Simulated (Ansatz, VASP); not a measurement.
**AlN in two plane-wave programs**

Wanted: the spread between two codes on one cell, functional and k mesh. The cell is taken from a series of runs on this material, whose earlier steps may have relaxed, scaled, displaced or heated it; both programs get it as it stands.

Program: Ansatz 0.2.0. Level of theory: plane waves, with VASP 6.6.1 beside it; zone-centre phonons at LDA. Results are calculated unless marked as measured.

## Step 1: The structure

The structure is orthorhombic, space group Imm2 (No. 44). Conventional cell: a = 3.040 Å, b = 3.066 Å, c = 4.369 Å, α = 90.00°, β = 90.00°, γ = 90.00°. Nearest to N lie 4 Al at 1.87 to 1.88 Å. Al has 4 N at 1.87 to 1.88 Å nearest. Farther neighbours and most contacts between anions are not listed.

As a file:

```xyz
2
Lattice="-0.0094 2.1587 2.1844 2.1587 -0.0094 2.1844 2.1493 2.1493 0.0000" Properties=species:S:1:pos:R:3 pbc="T T T"
N     1.0747    1.0747    1.0949
Al    2.1493    2.1493    4.3662
```

## Step 2: VASP: zone-centre phonons, LDA

Second derivatives magnify differences that forces hide, and they need a tight electronic threshold.

Lines of VASP's logs that name or quote its potential files are left out, and so is its time.

File INCAR:

```
SYSTEM = AlN
PREC = Accurate
ENCUT = 600
EDIFF = 1E-08
NELM = 120
ISMEAR = 0
SIGMA = 0.01
LREAL = .FALSE.
ALGO = Normal
GGA = PW92
NBANDS = 10
LORBIT = 11
LWAVE = .FALSE.
LCHARG = .FALSE.
ISIF = 2
IBRION = 8
LASPH = .TRUE.
GGA_COMPAT = .FALSE.
EFERMI = MIDGAP
KPAR = 2
```

File POSCAR:

```
AlN
1.0
   -0.0093753973      2.1587095160      2.1844324784
    2.1587095160     -0.0093753973      2.1844324784
    2.1493341187      2.1493341187      0.0000000000
N Al
1 1
Direct
    0.2506192325      0.2506192325      0.2493807675
    0.9993807675      0.9993807675      0.0006192325
```

File KPOINTS:

```
Automatic mesh
0
Gamma
12 12 12
0 0 0
```

Potentials, in the order of the species: N and Al (LDA family, release 64).

Command:

```
> mpirun -np 2 vasp_std
```

Numbers of over 12 decimals in the logs are rounded to 6 here.

Output:

```text
[banner, memory and clock lines left out]
running    2 mpi-ranks, on    1 nodes
 distrk:  each k-point on    1 cores,    2 groups
 distr:  one band on    1 cores,    1 groups

 POSCAR found type information on POSCAR N Al
 POSCAR found :  2 types and       2 ions
|                                                                             |
|               ----> ADVICE to this user running VASP <----                  |
|                                                                             |
|     You enforced a specific xc type in the INCAR file but a different       |
|     [... a line on the potential file left out ...]
|     I HOPE YOU KNOW WHAT YOU ARE DOING!                                     |
|                                                                             |

 LDA part: xc-table for (Slater(with rela. corr.)+PW92), standard interpolation
 POSCAR, INCAR and KPOINTS ok, starting setup
 FFT: planning ... GRIDC
 FFT: planning ... GRID_SOFT
 FFT: planning ... GRID
 WAVECAR not read
 entering main loop
       N       E                     dE             d eps       ncg     rms          rms(c)
DAV:   1     0.115596000887E+02    0.11560E+02   -0.43255E+03  5728   0.758E+02
DAV:   2    -0.180827887627E+02   -0.29642E+02   -0.28389E+02  6660   0.140E+02
DAV:   3    -0.189718015211E+02   -0.88901E+00   -0.88763E+00  6542   0.233E+01
DAV:   4    -0.189755395279E+02   -0.37380E-02   -0.37378E-02  6316   0.181E+00
DAV:   5    -0.189755709222E+02   -0.31394E-04   -0.31394E-04  6340   0.160E-01    0.879E+00
DAV:   6    -0.164591283557E+02    0.25164E+01   -0.13288E+01  5872   0.194E+01    0.300E+00
DAV:   7    -0.164127272785E+02    0.46401E-01   -0.95936E-02  6290   0.274E+00    0.194E+00
DAV:   8    -0.163839105959E+02    0.28817E-01   -0.28231E-02  5962   0.163E+00    0.355E-01
DAV:   9    -0.163836162723E+02    0.29432E-03   -0.11146E-03  6378   0.228E-01    0.180E-01
DAV:  10    -0.163836369494E+02   -0.20677E-04   -0.54664E-05  6106   0.565E-02    0.401E-02
DAV:  11    -0.163836357947E+02    0.11547E-05   -0.13321E-06  6288   0.843E-03    0.740E-03
DAV:  12    -0.163836357988E+02   -0.40422E-08   -0.54777E-08  6402   0.192E-03
   1 F= -.16383636E+02 E0= -.16383636E+02  d E =0.000000E+00
 Linear response reoptimize wavefunctions to high precision
DAV:   1    -0.163836357943E+02    0.44310E-08   -0.19350E-08  6282   0.973E-04
DAV:   2    -0.163836357943E+02   -0.21657E-10   -0.15155E-10  3246   0.121E-04
 Linear response DOF=           4
 Linear response progress:
  Degree of freedom:   1/  4
       N       E                     dE             d eps       ncg     rms          rms(c)
RMM:   1    -0.232471434925E+00   -0.23247E+00    0.19693E-01 33426   0.326E+00
RMM:   2    -0.232392072781E+00    0.79362E-04   -0.20879E-03 26946   0.394E-01    0.182E-01
RMM:   3    -0.233224959601E+00   -0.83289E-03   -0.69808E-04 25572   0.180E-01    0.904E-02
RMM:   4    -0.235050886537E+00   -0.18259E-02   -0.61594E-04 25796   0.165E-01    0.215E-02
RMM:   5    -0.235067099746E+00   -0.16213E-04   -0.16811E-05 29115   0.316E-02    0.193E-03
RMM:   6    -0.235085009218E+00   -0.17909E-04   -0.14471E-07 29785   0.292E-03    0.837E-04
RMM:   7    -0.235085276710E+00   -0.26749E-06   -0.16159E-08 29719   0.629E-04    0.613E-05
RMM:   8    -0.235084124130E+00    0.11526E-05   -0.36320E-09 30153   0.104E-04    0.270E-05
RMM:   9    -0.235084109370E+00    0.14760E-07   -0.38548E-09 30984   0.386E-05    0.243E-06
RMM:  10    -0.235084147099E+00   -0.37729E-07   -0.38686E-09 30226   0.203E-05    0.102E-06
RMM:  11    -0.235084144609E+00    0.24900E-08   -0.47958E-09 23308   0.185E-05    0.717E-08
 first order change of Fermi-energy   0.12565E-03
 force on displaced ion       1 direction 1 : -15.355  -0.128  -0.002
 Linear response progress:
  Degree of freedom:   2/  4
       N       E                     dE             d eps       ncg     rms          rms(c)
RMM:   1    -0.232378009518E+00   -0.23238E+00    0.20129E-01 10679   0.326E+00
RMM:   2    -0.232434585942E+00   -0.56576E-04   -0.20538E-03  8709   0.390E-01    0.183E-01
RMM:   3    -0.233256836571E+00   -0.82225E-03   -0.70949E-04  8166   0.182E-01    0.907E-02
RMM:   4    -0.235085869206E+00   -0.18290E-02   -0.63292E-04  8266   0.166E-01    0.215E-02
RMM:   5    -0.235099322798E+00   -0.13454E-04   -0.17120E-05  9303   0.316E-02    0.200E-03
RMM:   6    -0.235116832817E+00   -0.17510E-04   -0.14001E-07  9461   0.292E-03    0.880E-04
RMM:   7    -0.235117009304E+00   -0.17649E-06   -0.11362E-08  9465   0.639E-04    0.590E-05
RMM:   8    -0.235115945093E+00    0.10642E-05   -0.75238E-09  9593   0.102E-04    0.275E-05
RMM:   9    -0.235115936269E+00    0.88242E-08   -0.75570E-09  9930   0.404E-05    0.253E-06
 first order change of Fermi-energy   0.13331E+01
 force on displaced ion       1 direction 3 :   0.000   0.000 -15.636
 Linear response progress:
  Degree of freedom:   3/  4
       N       E                     dE             d eps       ncg     rms          rms(c)
RMM:   1    -0.607158747749E-02   -0.60716E-02   -0.46622E-03 41397   0.684E-01
RMM:   2    -0.545069321962E-02    0.62089E-03   -0.23665E-04 26735   0.116E-01    0.901E-02
RMM:   3    -0.534937790314E-02    0.10132E-03   -0.56184E-05 27988   0.503E-02    0.487E-02
RMM:   4    -0.536376527234E-02   -0.14387E-04   -0.45011E-05 27922   0.475E-02    0.774E-03
RMM:   5    -0.536419926716E-02   -0.43399E-06   -0.86771E-07 28605   0.707E-03    0.729E-04
RMM:   6    -0.536327570819E-02    0.92356E-06   -0.14845E-08 28837   0.608E-04    0.321E-04
RMM:   7    -0.536234730349E-02    0.92840E-06   -0.27726E-09 28994   0.379E-04    0.269E-05
RMM:   8    -0.536236064495E-02   -0.13341E-07    0.52844E-10 29509   0.365E-05    0.101E-05
RMM:   9    -0.536235401043E-02    0.66345E-08    0.45499E-10 30587   0.110E-05    0.687E-07
 first order change of Fermi-energy   0.26566E-04
 force on displaced ion       2 direction 1 : -15.353  -0.124  -0.000
 Linear response progress:
  Degree of freedom:   4/  4
       N       E                     dE             d eps       ncg     rms          rms(c)
RMM:   1    -0.604134449799E-02   -0.60413E-02   -0.35101E-03 13034   0.690E-01
RMM:   2    -0.551223540501E-02    0.52911E-03   -0.20958E-04  8636   0.115E-01    0.910E-02
RMM:   3    -0.541186179122E-02    0.10037E-03   -0.54727E-05  8978   0.515E-02    0.491E-02
RMM:   4    -0.542852892142E-02   -0.16667E-04   -0.44966E-05  8921   0.481E-02    0.788E-03
RMM:   5    -0.542961344632E-02   -0.10845E-05   -0.65726E-07  9125   0.642E-03    0.122E-03
RMM:   6    -0.542902607518E-02    0.58737E-06   -0.27105E-08  9220   0.987E-04    0.408E-04
RMM:   7    -0.542789251913E-02    0.11336E-05    0.83633E-09  9220   0.493E-04    0.283E-05
RMM:   8    -0.542791345274E-02   -0.20934E-07   -0.61264E-10  9440   0.477E-05    0.167E-05
RMM:   9    -0.542790836312E-02    0.50896E-08   -0.20133E-11  9616   0.141E-05    0.782E-07
 first order change of Fermi-energy  -0.13324E+01
 force on displaced ion       2 direction 3 :   0.000   0.000 -15.634
 Linear response finished
```

From OUTCAR (step 2):

```text
ion  position               nearest neighbor table
   1  0.251  0.251  0.249-   2 1.87   2 1.87   2 1.88   2 1.88
   2  0.999  0.999  0.001-   1 1.87   1 1.87   1 1.88   1 1.88

  LATTYP: Found a body centered orthorhombic cell.
 ALAT       =     3.0396174607
 B/A-ratio  =     1.0087240017
 C/A-ratio  =     1.4373074945

 Subroutine GETGRP returns: Found  4 space group operations
 (whereof  4 operations were pure point group operations)

The static configuration has the point symmetry C_2v.

 Found    280 irreducible k-points:

   k-points           NKPTS =    280   k-points in BZ     NKDIM =    280   number of bands    NBANDS=     10

   dimension x,y,z NGX =    28 NGY =   28 NGZ =   24
   dimension x,y,z NGXF=    56 NGYF=   56 NGZF=   48

   ENCUT  =  600.0 eV  44.10 Ry    6.64 a.u.   6.13  6.13  6.07*2*pi/ulx,y,z

   NELECT =       8.0000    total number of electrons

 k-points in reciprocal lattice and weights: Automatic mesh
   0.00000000  0.00000000  0.00000000       0.001
   0.08333333  0.00000000  0.00000000       0.002
   0.16666667 -0.00000000  0.00000000       0.002
   0.25000000  0.00000000  0.00000000       0.002
   0.33333333 -0.00000000  0.00000000       0.002
   0.41666667  0.00000000  0.00000000       0.002
   0.50000000  0.00000000  0.00000000       0.001
   0.08333333  0.08333333  0.00000000       0.001
   0.16666667  0.08333333  0.00000000       0.002
[...]
0.25000000  0.25000000  0.50000000       0.001
  -0.25000000  0.25000000  0.50000000       0.001

 average (electrostatic) potential at core
       1 -59.6482       2 -69.6068

  Total        0.2583249      0.2583249      0.0478386      0.2138537      0.0000000      0.0000000
  in kB       20.3295599     20.3295599      3.7647867     16.8297810      0.0000000      0.0000000
  external PRESSURE =      14.8079688 kB  Pullay stress =       0.0000000 kB

  energy-cutoff  :      600.00
  volume of cell :       20.36
      direct lattice vectors                 reciprocal lattice vectors
    -0.009375397  2.158709516  2.184432478    -0.230618274  0.230618274  0.228892403
     2.158709516 -0.009375397  2.184432478     0.230618274 -0.230618274  0.228892403
     2.149334119  2.149334119  0.000000000     0.232630188  0.232630188 -0.228892403

 POSITION                                       TOTAL-FORCE (eV/Angst)
 -----------------------------------------------------------------------------------
      1.07467      1.07467      1.09492        -0.000000     -0.000000      0.001703
      2.14933      2.14933      4.36616         0.000000      0.000000     -0.001703
 -----------------------------------------------------------------------------------
    total drift:                                0.000001      0.000001      0.000092

 Eigenvectors and eigenvalues of the dynamical matrix
 ----------------------------------------------------

   1 f  =   20.360417 THz   127.928274 2PiTHz  679.150412 cm-1    84.203882 meV
             X         Y         Z           dx          dy          dz
      1.074667  1.074667  1.094922    -0.000000   -0.000000    0.811413
      2.149334  2.149334  4.366160     0.000000    0.000000   -0.584473

   2 f  =   20.259540 THz   127.294441 2PiTHz  675.785499 cm-1    83.786686 meV
             X         Y         Z           dx          dy          dz
      1.074667  1.074667  1.094922     0.573781    0.573781    0.000000
      2.149334  2.149334  4.366160    -0.413249   -0.413249   -0.000000

   3 f  =   20.093627 THz   126.251984 2PiTHz  670.251259 cm-1    83.100528 meV
             X         Y         Z           dx          dy          dz
      1.074667  1.074667  1.094922    -0.573732    0.573732    0.000000
      2.149334  2.149334  4.366160     0.413318   -0.413318   -0.000000

   4 f/i=    0.000562 THz     0.003531 2PiTHz    0.018743 cm-1     0.002324 meV
             X         Y         Z           dx          dy          dz
      1.074667  1.074667  1.094922     0.413318   -0.413318   -0.000000
      2.149334  2.149334  4.366160     0.573732   -0.573732   -0.000000

   5 f/i=    0.000614 THz     0.003861 2PiTHz    0.020496 cm-1     0.002541 meV
             X         Y         Z           dx          dy          dz
      1.074667  1.074667  1.094922    -0.000000    0.000000   -0.584473
      2.149334  2.149334  4.366160    -0.000000    0.000000   -0.811413

   6 f/i=    0.001874 THz     0.011777 2PiTHz    0.062522 cm-1     0.007752 meV
             X         Y         Z           dx          dy          dz
      1.074667  1.074667  1.094922    -0.413249   -0.413249    0.000000
      2.149334  2.149334  4.366160    -0.573781   -0.573781    0.000000

 ELASTIC MODULI CONTR FROM IONIC RELAXATION (kBar)
 Direction    XX          YY          ZZ          XY          YZ          ZX
 --------------------------------------------------------------------------------
 XX          -0.1820     -0.1820     -0.4225     -9.2742      0.0000      0.0000
 YY          -0.1820     -0.1820     -0.4225     -9.2742      0.0000      0.0000
 ZZ          -0.4225     -0.4225     -0.9808    -21.5299      0.0000      0.0000
 XY          -9.2742     -9.2742    -21.5299   -472.6171      0.0000      0.0000
 YZ           0.0000      0.0000      0.0000      0.0000   -482.6235    -26.4682
 ZX           0.0000      0.0000      0.0000      0.0000    -26.4682   -475.9103
 --------------------------------------------------------------------------------
```

[end of part 1 of 2]

[Lines on the potential files, build, host, timing and source positions are cut from VASP's logs without a mark.]

[Logs are printed without paths, hosts, clocks, repeated set-up lines and the standing remarks that a program may print on its own settings, such as how far it seeks lower states.]

[Hosts, paths, dates, database ids (printed as entryN), source tags and the programs' standing remarks are cut or masked in the printed files.]
